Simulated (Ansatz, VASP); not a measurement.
**AlPt3C: VASP beside Ansatz**

Wanted: the spread between two codes on one cell, functional and k mesh. The cell is taken from a series of runs on this material, whose earlier steps may have relaxed, scaled, displaced or heated it; both programs get it as it stands.

Method: plane waves, with VASP 6.6.1 beside it; relaxation of cell and atoms at PBEsol, in Ansatz 0.2.0.

## (1) Set-up

Symmetry: Cmmm, No. 65, orthorhombic system. The conventional cell has a = 8.265 Å, b = 8.265 Å, c = 4.133 Å, α = 90.00°, β = 90.00°, γ = 90.00°. Nearest to Al lie 10 Pt at 2.68 to 2.95 Å. Nearest to Pt lie 2 C at 2.10 Å and 2 Al at 2.68 Å and 2 Pt at 2.71 Å. Pt has 2 C at 2.02 Å and 4 Pt at 2.92 Å and 4 Al at 2.95 Å nearest. Pt has 2 C at 2.12 Å and 8 Pt at 2.71 to 2.92 Å and 4 Al at 2.90 Å nearest. Nearest to Pt lie 2 C at 2.07 Å and 8 Pt at 2.92 to 2.94 Å and 4 Al at 2.92 Å. C has 6 Pt at 2.02 to 2.12 Å nearest. Farther neighbours are not listed.

Structure file:

```cif
data_structure
_symmetry_space_group_name_H-M 'P 1'
_symmetry_Int_Tables_number 1
_cell_length_a 4.1327
_cell_length_b 5.8446
_cell_length_c 5.8446
_cell_angle_alpha 90.000
_cell_angle_beta 90.000
_cell_angle_gamma 90.000
_cell_volume 141.17
loop_
_atom_site_label
_atom_site_type_symbol
_atom_site_fract_x
_atom_site_fract_y
_atom_site_fract_z
_atom_site_occupancy
Al1 Al 0.00000 0.99578 0.00422 1
Al2 Al 0.00000 0.50422 0.49578 1
Pt3 Pt 0.00000 0.96128 0.46128 1
Pt4 Pt 0.00000 0.53872 0.03872 1
Pt5 Pt 0.50000 0.25000 0.75000 1
Pt6 Pt 0.50000 0.75000 0.25000 1
Pt7 Pt 0.50000 0.25000 0.25000 1
Pt8 Pt 0.50000 0.75000 0.75000 1
C9 C 0.50000 0.00602 0.50602 1
C10 C 0.50000 0.49398 0.99398 1
```

## (2) Ansatz: relaxation of cell and atoms, PBEsol

Ansatz runs on its PAW soft_1 files.

The relaxed volume is the usual yardstick between codes: in a stiff, nearly cubic crystal its relative difference is about their pressure difference at one cell divided by the bulk modulus.

Contents of input.yaml:

```yaml
crystal:
  lattice:
    - [-4.1327502067, 0.0, 0.0]
    - [0.0, -4.1327502067, -4.1327502067]
    - [0.0, -4.1327502067, 4.1327502067]
  atoms:
    - { symbol: Al, position: [1.0, 0.9957827292, 0.0042172708] }
    - { symbol: Al, position: [1.0, 0.5042172708, 0.4957827292] }
    - { symbol: Pt, position: [0.0, -0.0387151393, 0.4612848607] }
    - { symbol: Pt, position: [0.0, 0.5387151393, 0.0387151393] }
    - { symbol: Pt, position: [0.5, 0.25, 0.75] }
    - { symbol: Pt, position: [0.5, 0.75, 0.25] }
    - { symbol: Pt, position: [0.5, 0.25, 0.25] }
    - { symbol: Pt, position: [0.5, 0.75, 0.75] }
    - { symbol: C, position: [0.5, 0.0060248348, 0.5060248348] }
    - { symbol: C, position: [0.5, 0.4939751652, -0.0060248348] }
kpoints:
  mp_grid: { grid: [10, 6, 6] }
hamiltonian:
  xc: pbesol
  pseudopotentials: { kind: paw, azcp: { folder: soft_1 }, xc_functional: pbe }
scf:
  occupations: { method: methfessel_paxton, width: 0.2 }
output:
  forces: true
  stress: true
  eigenvalues: true
relax:
  adjacent_minimum: "off"
  f_tol: 0.002
  max_steps: 120
  cell: { stress_tol: 0.03 }
```

Command:

```sh
> ansatz run input.yaml --threads 4 --pin off --max-ram 10240MiB --backend cpu --events-out ev --progress --plain --runs-dir out
```

Numbers of over 12 decimals in the logs are rounded to 6 here.

The log of the run:

```text
Engine: ansatz 0.2.0, x86_64-unknown-linux-gnu
Pseudopotentials: kind: paw
Pseudopotential: Al, paw, valence charge 3, recommended cutoff 420 eV (normal), soft_1/Al.paw.azcp
Pseudopotential: Pt, paw, valence charge 18, recommended cutoff 420 eV (normal), soft_1/Pt.paw.azcp
Pseudopotential: C, paw, valence charge 4, recommended cutoff 420 eV (normal), soft_1/C.paw.azcp
Functional definition: PBEsol
  exchange = pbesol_x
  correlation = pbesol_c
Crystal: 10 atoms, lattice volume = 141.172 Å³
Basis set: ecut = 420 eV, 2729 PW (Γ), exchange–correlation on 60×80×80 points (8 copies of the dense FFT grid, shifted against one another)
Bands: 74, of which v1, the nominal top of the filled ones, is band 61 counted from 1 (60 counted from 0)
Symmetry: 8 space group operations
Space group: Cmmm (ITA 65), of the structure as read, at distance tolerance 5.2e-5 Å
k-points: 78 of 360
Non-local potential: Al, projectors of the file, l = 0: 2, l = 1: 2, l = 2: 1
Non-local potential: Pt, projectors of the file, l = 0: 3, l = 1: 2, l = 2: 2, l = 3: 1
Non-local potential: C, projectors of the file, l = 0: 2, l = 1: 2, l = 2: 1
PAW form: soft (Blöchl's): semilocal exchange-correlation on the pseudo side does not see the compensation charge
PAW frozen core: Al, regenerated for the run's functional, and the local potential with it (the file was generated under x = pbe(κ = 0.804, μ = 0.219515), c = pbe(β = 0.066725))
PAW frozen core: Pt, regenerated for the run's functional, and the local potential with it (the file was generated under x = pbe(κ = 0.804, μ = 0.219515), c = pbe(β = 0.066725))
PAW frozen core: C, regenerated for the run's functional, and the local potential with it (the file was generated under x = pbe(κ = 0.804, μ = 0.219515), c = pbe(β = 0.066725))
PAW one-centre angular grid: Al, 110 points (default); XC on 64 Gauss nodes
PAW one-centre angular grid: Pt, 590 points (default); XC on 64 Gauss nodes
PAW one-centre angular grid: C, 110 points (default); XC on 64 Gauss nodes
Initial density: superposition of atomic densities (chi_scale 0.1, normalization cell, long waves kept (reshape's long-wave potential 0.00 eV rms))
Initial wavefunctions: pseudopotential atomic-orbital guess
Functional: x = pbesol(κ = 0.804, μ = 0.123457), c = pbesol(β = 0.046)
SCF iter   1: F=—  HF=-75857.338838 eV  |F-HF|=—  |Δ(HF+E_count)|=         —  Δρ=1.01e-1  dr2=1.64e1  ethr=3.10e-3  ⟨swp⟩=5.0  Hψ=19419  notcnv=0
preconditioner: auto → Kerker (q_TF=auto, 2.663 Å⁻¹)  [metal: Δε(μ)=0.018 eV  Ē_g=8.000 eV  σ=0.200 eV  W_gap=0.08  n_scr=46 (ndim 8)  ℏωp=26.9 eV  f_vac=0.000  D(μ)=6.78/eV (n_scr^D=62)]
SCF iter   2: F=—  HF=-75854.232187 eV  |F-HF|=—  |Δ(HF+E_count)|=    3.11e0  S|Δr|=    0.00e0  Δρ=4.96e-2  dr2=3.96e0  ethr=3.10e-3  ⟨swp⟩=2.0  Hψ=9586  notcnv=0  defer=291
SCF iter   3: F=—  HF=-75853.231220 eV  |F-HF|=—  |Δ(HF+E_count)|=    1.00e0  S|Δr|=    0.00e0  Δρ=7.65e-3  dr2=7.53e-2  ethr=3.10e-3  ⟨swp⟩=2.0  Hψ=9065  notcnv=0  defer=291
SCF iter   4: F=—  HF=-75853.215141 eV  |F-HF|=—  |Δ(HF+E_count)|=   1.61e-2  S|Δr|=    0.00e0  Δρ=1.44e-3  dr2=3.58e-3  ethr=6.18e-5  ⟨swp⟩=1.1  Hψ=6731  notcnv=0  defer=276
SCF iter   5: F=—  HF=-75853.214333 eV  |F-HF|=—  |Δ(HF+E_count)|=   8.09e-4  S|Δr|=    0.00e0  Δρ=4.41e-4  dr2=5.43e-4  ethr=2.94e-6  ⟨swp⟩=2.2  Hψ=8055  notcnv=0  defer=276
SCF iter   6: F=—  HF=-75853.214186 eV  |F-HF|=—  |Δ(HF+E_count)|=   1.47e-4  S|Δr|=    0.00e0  Δρ=9.75e-5  dr2=2.60e-5  ethr=4.45e-7  ⟨swp⟩=2.0  Hψ=7449  notcnv=0  defer=276
SCF iter   7: F=—  HF=-75853.214172 eV  |F-HF|=—  |Δ(HF+E_count)|=   1.33e-5  S|Δr|=    0.00e0  Δρ=2.43e-5  dr2=2.10e-6  ethr=2.13e-8  ⟨swp⟩=2.1  Hψ=7971  notcnv=0  defer=276
SCF iter   8: F=—  HF=-75853.214172 eV  |F-HF|=—  |Δ(HF+E_count)|=   2.97e-7  S|Δr|=    0.00e0  Δρ=6.06e-6  dr2=1.36e-7  ethr=1.72e-9  ⟨swp⟩=2.2  Hψ=7907  notcnv=0  defer=276
SCF iter   9: F=-75853.214172 eV  HF=-75853.214172 eV  |F-HF|=1.30e-8  |Δ(HF+E_count)|=   2.82e-8  S|Δr|=    0.00e0  Δρ=1.95e-6  dr2=1.57e-8  ethr=8.20e-11  ⟨swp⟩=9.8  Hψ=20709  notcnv=0
SCF 1 converged in 9 iterations: F = -75853.214172 eV  dr2 = 1.57e-8
  greatest PAW one-centre occupation: 1.000 electrons in one spin orbital (limit 2), on the Pt atom at site 4 (counted from 0), in its partial waves of l = 0
relax step   1: F+E_penalty+E_count = -75853.21417200 eV  Δ(F+E_penalty+E_count) = +0.000e0 eV  max|allowed force component| = 7.246e-1 eV/Å  Δτ_max = 0.0000 Å  P = +1.057 GPa  Ω = 141.172 Å³  (9 SCF iters, dr2 threshold 1.00e-7 eV, accepted)
[...]
relax step   8: F+E_penalty+E_count = -75853.29831286 eV  Δ(F+E_penalty+E_count) = -6.015e-5 eV  max|allowed force component| = 1.374e-3 eV/Å  Δτ_max = 0.0011 Å  P = +0.006 GPa  Ω = 141.873 Å³  energy of the carried Pulay correction = -4.707e-4 eV  (5 SCF iters, dr2 threshold 2.08e-8 eV, accepted)
[...]
relax step   9: F+E_penalty+E_count = -75853.29906796 eV  Δ(F+E_penalty+E_count) = -7.551e-4 eV  max|allowed force component| = 1.125e-3 eV/Å  Δτ_max = 0.0000 Å  P = +0.009 GPa  Ω = 141.873 Å³  stress off target by 2.75e-2 GPa  SCF on the basis re-selected at this cell (its energy is not comparable with the rows above)  (5 SCF iters)
basis re-selected at this cell: Δ(F+E_penalty+E_count) = -7.551e-4 eV, ΔP = +0.004 GPa vs the last step (what re-selecting the basis moved, of the pressure what is left beyond the Pulay correction that the steps carried, after the strain that the cell walked since its last selection, with what the two solves' SCF thresholds leave and, on support functions, any second-order correction that the steps lacked; it is no measure of the basis error at this ecutwfc). The dense FFT grid was sized anew with the basis: this SCF ran on 27×40×40 points, the steps before it on 30×40×40, so part of this shift can come from that change (see relax.cell in the input reference). [rest of the remark cut]
SCF converged after 5 iterations
Stability not checked: this state was not tested for a lower state beside it, because cold or Methfessel-Paxton smearing, or corrected tetrahedra, fill the levels in a way that the test cannot read (fill_not_monotonic; see scf.lower_state_search)
Free energy (F): -75853.299068 eV
Harris-Foulkes:  -75853.299068 eV  (|F-HF|=0.00e0)
Internal energy: -75853.303690 eV  (E = F + TS)
E sigma→0 (E₀):  -75853.300223 eV
Entropy (-TS):   0.004622 eV (0.462 meV/atom)
Fermi energy:    18.083412 eV
--- Per-component energies (eV) ---
  E_band       = -1252.521818
  E_kinetic    = 3807.901508
  E_local      = -12709.468092  (includes V_loc(G=0)·N_el)
  E_nonlocal   = 1309.444404
  E_hartree    = 5041.927725
  E_xc         = -1555.220921
  E_vxc        = -1801.171844  (∫ρ·V_xc dr)
  E_paw        = -57181.307292  (= ΣΔE_a)
  E_vpaw       = -1943.089767  (= ΣTr[D̂ρ^β])
  E_aug_tail   = 0.006574  (compensation charges beyond the density's cutoff)
  E_ewald      = -14568.390263
  E_core_change = 1.802667  (= ΣΔE_core)
  E_smearing   = 0.004622  (= −TS)
  E_closure    = -0.000000  (closes the sum)
  Σ components = -75853.299068   (vs F -75853.299068, Δ=0.00e0)
--- Forces (eV/Å), atoms counted from 1 ---
  atom   1  Al     0.00000000     0.00000000     0.00110623
  atom   2  Al     0.00000000     0.00000000    -0.00110623
  atom   3  Pt     0.00000000    -0.00059460     0.00000000
  atom   4  Pt     0.00000000     0.00059460     0.00000000
  atom   5  Pt     0.00000000     0.00000000     0.00000000
  atom   6  Pt     0.00000000     0.00000000     0.00000000
  atom   7  Pt     0.00000000     0.00000000     0.00000000
  atom   8  Pt     0.00000000     0.00000000     0.00000000
  atom   9  C      0.00000000    -0.00112451     0.00000000
  atom  10  C      0.00000000     0.00112451     0.00000000
  max |Σ_I F_I| component: 0.00e0 eV/Å
--- Stress (GPa, compression-positive) ---
       -0.011798       0.000000       0.000000
        0.000000       0.012092       0.000000
        0.000000       0.000000       0.027499
  P = ⅓ Tr σ = 0.0093 GPa (0.093 kbar)
--- Band table (eV; the first three rows and the last of 78) ---
  k-point 0: bands = [... 57 lower, 17.0365, 17.1575, 17.2085, 17.6251, 17.6393, 19.5584, 19.6167, 19.9192, ... 9 higher]
  k-point 1: bands = [... 57 lower, 16.9327, 17.2940, 17.3270, 17.6371, 17.7421, 19.3126, 19.7604, 20.0507, ... 9 higher]
  k-point 2: bands = [... 57 lower, 16.8806, 17.5504, 17.6559, 17.7720, 17.9425, 19.2066, 19.8557, 20.3876, ... 9 higher]
  k-point 77: bands = [... 57 lower, 16.6149, 17.1585, 17.5223, 17.6904, 17.7120, 18.7542, 18.9783, 20.3964, ... 9 higher]
--- Relaxed structure (8 steps of the walk, 7 accepted, 1 SCFs on fresh bases) ---
  F+E_penalty+E_count = -75853.29906796 eV   max|allowed force component| = 1.125e-3 eV/Å   (the final SCF, on the basis selected at the relaxed cell)
  cell:  # Å, volume = 141.8728 Å³
    - [-4.038912, 0.0, 0.0]
    - [0.0, -4.225239, -4.156746]
    - [0.0, -4.225239, 4.156746]
  atoms:
    - { symbol: Al, position: [1.0, 0.995281, 0.00471882] }
    - { symbol: Al, position: [1.0, 0.504719, 0.495281] }
    - { symbol: Pt, position: [0, -0.040400, 0.459600] }
    - { symbol: Pt, position: [0, 0.540400, 0.040400] }
    - { symbol: Pt, position: [0.5, 0.250000, 0.75] }
    - { symbol: Pt, position: [0.5, 0.75, 0.250000] }
    - { symbol: Pt, position: [0.5, 0.25, 0.25] }
    - { symbol: Pt, position: [0.5, 0.75, 0.75] }
    - { symbol: C, position: [0.5, 0.00392628, 0.503926] }
    - { symbol: C, position: [0.5, 0.496074, -0.00392628] }
```

The column dr2 measures how far the density is from self-consistency, as an energy; F and HF (Harris–Foulkes) agree once it is small.

[end of part 1 of 2]

[Lines on the potential files, build, host, timing and source positions are cut from VASP's logs without a mark.]

[Logs are printed without paths, hosts, clocks, repeated set-up lines and the standing remarks that a program may print on its own settings, such as how far it seeks lower states.]

[Hosts, paths, dates, database ids (printed as entryN), source tags and the programs' standing remarks are cut or masked in the printed files.]
